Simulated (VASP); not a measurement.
Output of a VASP run:

**OSZICAR**
```
       N       E                     dE             d eps       ncg     rms          rms(c)
DAV:   1    -0.258958140956E+01   -0.25896E+01   -0.18055E+03  1998   0.556E+02
DAV:   2    -0.756475545677E+01   -0.49752E+01   -0.46723E+01  3078   0.638E+01
DAV:   3    -0.759386931919E+01   -0.29114E-01   -0.29008E-01  2604   0.453E+00
DAV:   4    -0.759389421737E+01   -0.24898E-04   -0.24898E-04  2970   0.134E-01
DAV:   5    -0.759389422603E+01   -0.86552E-08   -0.86642E-08  2562   0.134E-03    0.122E+00
DAV:   6    -0.754780219458E+01    0.46092E-01   -0.61593E-03  2292   0.116E+00    0.746E-01
DAV:   7    -0.752938362626E+01    0.18419E-01   -0.67986E-03  2280   0.121E+00    0.275E-02
DAV:   8    -0.752936172175E+01    0.21905E-04   -0.13755E-05  2862   0.451E-02    0.942E-03
DAV:   9    -0.752936068445E+01    0.10373E-05   -0.27684E-06  2616   0.209E-02    0.967E-04
DAV:  10    -0.752936052857E+01    0.15588E-06   -0.52206E-09  1656   0.828E-04
   1 F= -.75293605E+01 E0= -.75294383E+01  d E =-.752936E+01
```

### OUTCAR
```
------------------------ aborting loop because EDIFF is reached ----------------------------------------
  FORCE on cell =-STRESS in cart. coord.  units (eV):
  Direction    XX          YY          ZZ          XY          YZ          ZX
  --------------------------------------------------------------------------------------
  Total        0.0129051      0.0129051     -0.0011482      0.0000000     -0.0000000      0.0000000
  in kB        1.3058177      1.3058174     -0.1161833      0.0000000     -0.0000000      0.0000000
  external PRESSURE =       0.8318173 kB  Pullay stress =       0.0000000 kB
  volume of cell :       15.83
      direct lattice vectors                 reciprocal lattice vectors
     1.133461387 -1.963212542  0.000000000     0.441126628 -0.254684599  0.000000000
     1.133461387  1.963212542  0.000000000     0.441126628  0.254684599  0.000000000
     0.000000000  0.000000000  3.557828655     0.000000000  0.000000000  0.281070309
 POSITION                                       TOTAL-FORCE (eV/Angst)
 -----------------------------------------------------------------------------------
      1.13346      0.65441      0.88946         0.000000     -0.000000      0.000000
      1.13346     -0.65441      2.66837        -0.000000      0.000000      0.000000
 -----------------------------------------------------------------------------------
    total drift:                                0.000000     -0.000003      0.000005
  FREE ENERGIE OF THE ION-ELECTRON SYSTEM (eV)
  ---------------------------------------------------
  free  energy   TOTEN  =        -7.5293605286 eV

  energy  without entropy=       -7.5295939814  energy(sigma->0) =       -7.52943835

 reached required accuracy - stopping structural energy minimisation
```
(Selected blocks of OUTCAR.)

POSCAR:
```
Be
1
    1.1334613875    -1.9632125422     0.0000000000
    1.1334613875     1.9632125422    -0.0000000000
    0.0000000000     0.0000000000     3.5578286555
Be
2
Direct
  0.3333330000   0.6666670000   0.2500000000
  0.6666670000   0.3333330000   0.7500000000
```

### Question
Reconstruct the remaining input files.

### Answer
One answer among several that fit: the input of the run itself, PBE GGA, plane waves, VASP's PBE PAW potentials (set 64).

KPOINTS:
```
Automatic mesh
0
Gamma
  17 17 9
0 0 0
```

### INCAR
```
SYSTEM = Be
PREC = Accurate; ENCUT = 520; LREAL = .FALSE.
LASPH = .TRUE.
EDIFF = 1E-6; NELM = 100; ALGO = Normal
ISMEAR = 1; SIGMA = 0.1
GGA = PE
IBRION = 2; NSW = 60; ISIF = 3
EDIFFG = -0.01
LWAVE = .FALSE.; LCHARG = .FALSE.
```

POTCAR, in this order: Be (PBE.64 set). Program: vasp_std.

The compound is Be in the hcp structure. It was relaxed first. The start is the result of an earlier pass.
